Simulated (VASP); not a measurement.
An input for Ansatz (written as the equivalent of a VASP run, and not itself run):

Ansatz 0.2 input:
```yaml
crystal:
  lattice:
    - [0.0000000, 3.3264000, 3.3264000]
    - [3.3264000, 0.0000000, 3.3264000]
    - [3.3264000, 3.3264000, 0.0000000]
  atoms:
    - { symbol: Ta, position: [0.0000000, 0.0000000, 0.0000000] }
    - { symbol: Te, position: [0.5000000, 0.5000000, 0.5000000] }
kpoints:
  mp_grid: { grid: [9, 9, 9] }
hamiltonian:
  xc: pbesol
  pseudopotentials: { kind: paw }
scf:
  occupations: { method: methfessel_paxton, width: 0.1 }
  max_iter: 100
relax:
  max_steps: 60
  f_tol: 0.01
  cell: {}
output: { forces: true, stress: true, eigenvalues: true }
```

Task: Write the VASP files for the same calculation (PBEsol).

Result: This is not unique; one that fits is 
INCAR:
```
SYSTEM = TaTe
PREC = Accurate
ENCUT = 400
EDIFF = 1E-6
NELM = 100
ALGO = Normal
LREAL = .FALSE.
LASPH = .TRUE.
ISMEAR = 1
SIGMA = 0.1
GGA = PS
LMAXMIX = 6
LWAVE = .FALSE.
LCHARG = .FALSE.
IBRION = 2
ISIF = 3
NSW = 60
EDIFFG = -0.01
```

**POSCAR**
```
TaTe
1.0
  0.0000000000   3.3264000000   3.3264000000
  3.3264000000   0.0000000000   3.3264000000
  3.3264000000   3.3264000000   0.0000000000
Ta Te
1 1
Cartesian
  0.0000000000   0.0000000000   0.0000000000
  3.3264000000   3.3264000000   3.3264000000
```

File KPOINTS:
```
Automatic
0
G
9 9 9
```

POTCAR, in this order: Ta_pv Te (PBE.64 set). Program: vasp_std.

What does not carry over: each code has its own PAW files, so the cut-off isn't converted (ENCUT is set for VASP's; basis.ecutwfc is left out, and Ansatz then takes the one that its files recommend); Ansatz stops its SCF on the density residual and VASP on the energy change (EDIFF).

The structure was generated: TaTe was put into the rock salt type (Fm-3m), which need not be its known phase. This run relaxes it. Symmetry was kept, so distortions that lower it aren't found.
